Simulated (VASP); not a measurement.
Calculation: PBEsol GGA, VASP's PBE PAW potentials (set 64) (plane waves; VASP).

Input for VASP

### INCAR
```
! general
SYSTEM = MgO
PREC   = Accurate
ENCUT  = 650
LREAL  = .FALSE.
LASPH  = .TRUE.

! electronic loop
EDIFF  = 1E-7
NELM   = 100
ALGO   = Normal

! smearing
ISMEAR = 0
SIGMA  = 0.05

! functional
GGA    = PS

! ions
IBRION = 6
NSW    = 1
ISIF   = 3
POTIM  = 0.015
NFREE  = 2

! output
LWAVE  = .FALSE.
LCHARG = .FALSE.
```

### KPOINTS
```
Automatic mesh
0
Gamma
10 10 10
0 0 0
```

**POSCAR**
```
MgO
1
    0.0000000000     2.1041943061     2.1041943061
    2.1041943061     0.0000000000     2.1041943061
    2.1041943061     2.1041943061    -0.0000000000
Mg O
1 1
Direct
  0.0000000000   1.0000000000   0.0000000000
  0.5000000000   0.5000000000   0.5000000000
```

POTCAR, in this order: Mg O (PBE.64 set). Program: vasp_std.

Output

**OUTCAR**
```


   1 f  =   11.780846 THz    74.021237 2PiTHz  392.966717 cm-1    48.721641 meV

   2 f  =   11.780846 THz    74.021237 2PiTHz  392.966717 cm-1    48.721641 meV

   3 f  =   11.780846 THz    74.021237 2PiTHz  392.966717 cm-1    48.721641 meV

   4 f/i=    0.010083 THz     0.063352 2PiTHz    0.336323 cm-1     0.041699 meV

   5 f/i=    0.010083 THz     0.063352 2PiTHz    0.336323 cm-1     0.041699 meV

   6 f/i=    0.010083 THz     0.063352 2PiTHz    0.336323 cm-1     0.041699 meV

 ELASTIC MODULI CONTR FROM IONIC RELAXATION (kBar)
 Direction    XX          YY          ZZ          XY          YZ          ZX
 --------------------------------------------------------------------------------
 XX           0.0000      0.0000      0.0000      0.0000      0.0000      0.0000
 YY           0.0000      0.0000      0.0000      0.0000      0.0000      0.0000
 ZZ           0.0000      0.0000      0.0000      0.0000      0.0000      0.0000
 XY           0.0000      0.0000      0.0000      0.0000      0.0000      0.0000
 YZ           0.0000      0.0000      0.0000      0.0000      0.0000      0.0000
 ZX           0.0000      0.0000      0.0000      0.0000      0.0000      0.0000
 --------------------------------------------------------------------------------

 TOTAL ELASTIC MODULI (kBar)
 Direction    XX          YY          ZZ          XY          YZ          ZX
 --------------------------------------------------------------------------------
 XX        3015.9385    915.6742    915.6742      0.0000     -0.0000     -0.0000
 YY         915.6742   3015.9385    915.6742      0.0000     -0.0000     -0.0000
 ZZ         915.6742    915.6742   3015.9385      0.0000      0.0000      0.0000
 XY           0.0000      0.0000      0.0000   1465.2838      0.0000      0.0000
 YZ          -0.0000     -0.0000      0.0000      0.0000   1465.2838      0.0000
 ZX          -0.0000     -0.0000      0.0000      0.0000      0.0000   1465.2838
 --------------------------------------------------------------------------------
```
(Selected blocks of OUTCAR.)

The structure comes from a measured MgO entry (Fm-3m) of the Crystallography Open Database, whose conditions weren't checked. It was relaxed first.
